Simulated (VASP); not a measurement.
Data:

```
ZnSe
1.0
    0.00000     2.80313     2.80313
    2.80313     0.00000     2.80313
    2.80313     2.80313     0.00000
Zn Se
1 1
Cartesian
  2.80313   2.80313   0.00000
  1.40157   1.40157   1.40157
```

These are PBE GGA with D3 dispersion (zero damping), VASP's PBE PAW potentials (set 64) (plane waves; VASP) values and carry that method's errors. Numerical set-up: 520 eV cut-off, 8×8×8 Γ-centred mesh, Gaussian smearing of 0.050 eV, potentials Zn Se.

### Question
Give the stress tensor in GPa (positive for a compressed cell).

### Answer

```
2.15  0.00  0.00
0.00  2.15  0.00
0.00  0.00  2.15
```
The pressure is its mean diagonal, 2.15 GPa.

The compound is ZnSe in the zinc blende structure. This cell is one point of a volume scan, at 0.97 of the reference volume.
